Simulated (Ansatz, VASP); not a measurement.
## Two plane-wave programs on LaPt3

```
La Pt
1.0
     4.00543    0.00000    0.00000
     0.00000    4.00543    0.00000
     0.00000    0.00000    4.00543
La Pt
1 3
Direct
  0.00000 0.00000 0.00000
  0.00000 0.50000 0.50000
  0.50000 0.00000 0.50000
  0.50000 0.50000 0.00000
```

Alike in both runs: task single point; functional LDA; k mesh 6 × 6 × 6; occupations fermi-dirac, width 0.15 eV; no spin polarisation.

```csv
,VASP,Ansatz
version,VASP 6.6.1,Ansatz 0.2.0
potentials or method,"VASP PAW LDA potentials, release 64 (La, Pt)","plane waves, PAW"
plane-wave cutoff (eV),520,500
valence electrons in the cell,41,65
```

```csv
,VASP,Ansatz,Ansatz less VASP
pressure (GPa),23.6,23.0,-0.59
```

The two sets of potentials don't hold the same shells in valence.

Caveats: so large a pressure means that the cell lies far from this level's equilibrium, or that cutoff or potentials fall short (VASP). Spin-orbit coupling is left out, which matters for the levels of La, Pt.
